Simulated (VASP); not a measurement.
VASP ran on this input.

### POSCAR
```
FeB
1.0
  2.8080000000   0.0000000000   0.0000000000
  0.0000000000   2.8080000000   0.0000000000
  0.0000000000   0.0000000000   2.8080000000
Fe B
1 1
Cart
  0.0000000000   0.0000000000   0.0000000000
  1.4040000000   1.4040000000   1.4040000000
```

**KPOINTS**
```
kpoints
0
G
  12 12 12
```

INCAR:
```
SYSTEM = FeB
PREC = Accurate
ENCUT = 520
EDIFF = 1E-6
NELM = 100
ALGO = Normal
LREAL = .FALSE.
LASPH = .TRUE.
ISMEAR = 1
SIGMA = 0.1
GGA = PS
LMAXMIX = 4
ISPIN = 2
MAGMOM = 4.0 0.0
LORBIT = 10
LWAVE = .FALSE.
LCHARG = .FALSE.
IBRION = 2
ISIF = 3
NSW = 60
EDIFFG = -0.01
```

POTCAR, in this order: Fe B (PBE.64 set). Program: vasp_std.

### Question
Write an equivalent input for Quantum ESPRESSO's pw.x.

### Answer
One equivalent input (not run):
```
&CONTROL
  calculation = 'vc-relax'
  pseudo_dir = './pseudo'
  outdir = './out'
  tprnfor = .true.
  tstress = .true.
  nstep = 60
  forc_conv_thr = 0.00039
/
&SYSTEM
  ibrav = 0
  nat = 2
  ntyp = 2
  ecutwfc = 90
  occupations = 'smearing'
  smearing = 'methfessel-paxton'
  degauss = 0.00735
  input_dft = 'pbesol'
  nspin = 2
  starting_magnetization(1) = 0.4
/
&ELECTRONS
  conv_thr = 7.3e-08
  electron_maxstep = 100
/
&IONS
/
&CELL
/
ATOMIC_SPECIES
  Fe 55.845 Fe.upf
  B 10.810 B.upf
CELL_PARAMETERS angstrom
     2.8080000    0.0000000    0.0000000
     0.0000000    2.8080000    0.0000000
     0.0000000    0.0000000    2.8080000
ATOMIC_POSITIONS crystal
  Fe   0.0000000  0.0000000  0.0000000
  B    0.5000000  0.5000000  0.5000000
K_POINTS automatic
  12 12 12 0 0 0
```
Limits of the translation: the potentials are each code's own (VASP's PAW set, PseudoDojo norm-conserving files in pw.x), so ENCUT and ecutwfc are chosen apart and not converted; conv_thr bounds pw.x's estimated SCF error, while EDIFF bounds the energy change between steps; starting_magnetization is a fraction of the valence charge and MAGMOM a moment in μB, so they match only roughly; forc_conv_thr acts on force components and is met together with etot_conv_thr.

The structure was generated: FeB was put into the CsCl type type (Pm-3m), which need not be its known phase. This run relaxes it. Symmetry was kept, so distortions that lower it aren't found.
